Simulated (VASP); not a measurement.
Level of theory: PBEsol GGA, VASP's PBE PAW potentials (set 64) (plane waves; VASP).

The input files of a VASP run:

### INCAR
```
SYSTEM = BAs
PREC = Accurate
ENCUT = 600
EDIFF = 1E-7
NELM = 100
ALGO = Normal
LREAL = .FALSE.
LASPH = .TRUE.
ISMEAR = 0
SIGMA = 0.05
GGA = PS
LMAXMIX = 4
LWAVE = .FALSE.
LCHARG = .FALSE.
ISIF = 2
```

File KPOINTS:
```
Automatic
0
G
 10 10 10
0 0 0
```

File POSCAR:
```
BAs
1
    0.0000000000     2.3888033235     2.3888033235
    2.3888033235     0.0000000000     2.3888033235
    2.3888033235     2.3888033235     0.0000000000
B As
1 1
Direct
  0.0000000000   0.0000000000   0.0000000000
  0.2500000000   0.2500000000   0.2500000000
```

POTCAR, in this order: B As (PBE.64 set). Program: vasp_std.

Problem. What will the output report for the number of irreducible k-points (NKPTS), number of bands (NBANDS), largest plane-wave count, number of space-group operations, FFT grid (NGX, NGY, NGZ)?

Solution. 
The number of irreducible k-points (NKPTS) is 47, the number of bands (NBANDS) is 8 and the largest plane-wave count comes out as 941. The number of space-group operations is 24 and the FFT grid (NGX, NGY, NGZ) is 28 × 28 × 28.

The compound is BAs in the zinc blende structure. It was relaxed first.
